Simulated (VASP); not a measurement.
Data:

```yaml
crystal:
  lattice:
    - [0.00000, 2.22025, 2.22025]
    - [2.22025, 0.00000, 2.22025]
    - [2.22025, 2.22025, 0.00000]
  atoms:
    - { symbol: Al, position: [0.00000, 0.00000, 0.00000] }
    - { symbol: N, position: [0.25000, 0.25000, 0.25000] }
```

The numbers are results of vdW-DF2, VASP's PBE PAW potentials (set 64) (plane waves; VASP), not measurements. Run with 520 eV cut-off, 9×9×9 Γ-centred mesh, Gaussian smearing of 0.050 eV, potentials Al N.

**Question.** What does the run give for the energy per atom (σ→0)?

**Answer.** 
energy per atom (σ→0): -5.841 eV/atom

Total energies compare only between runs with the same potentials, cut-off and functional.

The compound is AlN in the zinc blende structure, a metastable form; wurtzite is the usual one. It was relaxed first. The start is the result of an earlier pass.
